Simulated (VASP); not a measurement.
These are AM05 GGA, VASP's PBE PAW potentials (set 64) (plane waves; VASP) values and carry that method's errors.

VASP ran on this input.

INCAR:
```
# general
SYSTEM  = Ni
PREC    = Accurate
ENCUT   = 520   # plane-wave cut-off (eV)
LREAL   = .FALSE.   # projection in real space or not
LASPH   = .TRUE.

# electronic loop
EDIFF   = 1E-7   # SCF stop (eV)
NELM    = 100   # most electronic steps
ALGO    = Normal   # blocked Davidson
LMAXMIX = 4

# smearing
ISMEAR  = 1
SIGMA   = 0.1

# functional
GGA     = AM

# spin
ISPIN   = 2
MAGMOM  = 0.6

# ions
ISIF    = 2

# output
LWAVE   = .FALSE.
LCHARG  = .FALSE.
LORBIT  = 10
```

File KPOINTS:
```
Automatic mesh
0
Gamma
18 18 18
0 0 0
```

**POSCAR**
```
Ni
1
    0.0000000000     1.7625654159     1.7625654159
    1.7625654159     0.0000000000     1.7625654159
    1.7625654159     1.7625654159     0.0000000000
Ni
1
Direct
  0.0000000000   0.0000000000   0.0000000000
```

POTCAR, in this order: Ni (PBE.64 set). Program: vasp_std.

The run wrote:

File OSZICAR:
```
       N       E                     dE             d eps       ncg     rms          rms(c)
DAV:   1     0.227664948616E+02    0.22766E+02   -0.48829E+03  7180   0.143E+03
DAV:   2    -0.662693005569E+01   -0.29393E+02   -0.28368E+02  7134   0.166E+02
DAV:   3    -0.703855679992E+01   -0.41163E+00   -0.41071E+00  8092   0.267E+01
DAV:   4    -0.704234807805E+01   -0.37913E-02   -0.37910E-02  8027   0.222E+00
DAV:   5    -0.704244057127E+01   -0.92493E-04   -0.92493E-04  8102   0.298E-01    0.104E+01
DAV:   6    -0.627293571668E+01    0.76950E+00   -0.19589E+01  7363   0.718E+01    0.627E+00
DAV:   7    -0.589204744532E+01    0.38089E+00   -0.33012E+00  7406   0.276E+01    0.186E+00
DAV:   8    -0.587573485111E+01    0.16313E-01   -0.22187E-02 10189   0.172E+00    0.920E-01
DAV:   9    -0.587310851026E+01    0.26263E-02   -0.17957E-03 10403   0.411E-01    0.262E-01
DAV:  10    -0.587240670552E+01    0.70180E-03   -0.75490E-04  9781   0.221E-01    0.348E-02
DAV:  11    -0.587240194022E+01    0.47653E-05   -0.19111E-05  8930   0.500E-02    0.345E-02
DAV:  12    -0.587240348467E+01   -0.15445E-05   -0.18860E-06  9391   0.150E-02    0.834E-03
DAV:  13    -0.587240394501E+01   -0.46034E-06   -0.27931E-07  4849   0.609E-03    0.254E-03
DAV:  14    -0.587240385810E+01    0.86909E-07   -0.14756E-08  3646   0.152E-03
   1 F= -.58724039E+01 E0= -.58724492E+01  d E =0.136051E-03  mag=     0.6171
```

**OUTCAR**
```
------------------------ aborting loop because EDIFF is reached ----------------------------------------
  FORCE on cell =-STRESS in cart. coord.  units (eV):
  Direction    XX          YY          ZZ          XY          YZ          ZX
  --------------------------------------------------------------------------------------
  Total       -0.7823789     -0.7823789     -0.7823789      0.0000000     -0.0000000      0.0000000
  in kB     -114.4621779   -114.4621779   -114.4621779      0.0000000     -0.0000000      0.0000000
  external PRESSURE =    -114.4621779 kB  Pullay stress =       0.0000000 kB
  volume of cell :       10.95
      direct lattice vectors                 reciprocal lattice vectors
     0.000000000  1.762565416  1.762565416    -0.283677414  0.283677414  0.283677414
     1.762565416  0.000000000  1.762565416     0.283677414 -0.283677414  0.283677414
     1.762565416  1.762565416  0.000000000     0.283677414  0.283677414 -0.283677414
 POSITION                                       TOTAL-FORCE (eV/Angst)
 -----------------------------------------------------------------------------------
      0.00000      0.00000      0.00000         0.000000      0.000000      0.000000
 -----------------------------------------------------------------------------------
    total drift:                               -0.000000     -0.000000     -0.000000
  FREE ENERGIE OF THE ION-ELECTRON SYSTEM (eV)
  ---------------------------------------------------
  free  energy   TOTEN  =        -5.8724038581 eV

  energy  without entropy=       -5.8725399093  energy(sigma->0) =       -5.87244921

 total charge

# of ion       s       p       d       tot
------------------------------------------
    1        0.495   0.495   8.306   9.296

 magnetization (x)

# of ion       s       p       d       tot
------------------------------------------
    1       -0.007  -0.023   0.656   0.626
```
(Selected blocks of OUTCAR.)

The compound is Ni in the fcc structure. This cell is one point of a volume scan, at 1.06 of the reference volume.
